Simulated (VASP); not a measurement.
Here is the system:

```
C
1.0
    0.00000     1.78038     1.78038
    1.78038     0.00000     1.78038
    1.78038     1.78038     0.00000
C
2
Direct
  0.50346   0.50737   0.49272
  0.74655   0.74263   0.75728
```

Level of theory: HSE06 screened hybrid, VASP's PBE PAW potentials (set 64) (plane waves; VASP 6.6.1). Numerical set-up: 400 eV cut-off, 9×9×9 Γ-centred mesh, Gaussian smearing of 0.010 eV, potentials C.

At this cut-off the stress carries a Pulay error, which pulls relaxed volumes low.

Q: Give the force on each atom (eV/Å).

A: 
```tsv
atom	Fx	Fy	Fz
C1	0.053	0.555	-1.569
C2	-0.053	-0.555	1.569
```

Q: Give the stress tensor in GPa (positive for a compressed cell).

A: 
```
-7.89   2.18  -0.77
 2.18  -7.95  -0.35
-0.77  -0.35  -8.37
```
The pressure is its mean diagonal, -8.07 GPa.

The structure comes from a computed database's C entry; how it stands against other phases isn't given here. The cell was not relaxed at this level, atoms are displaced from their ideal sites.
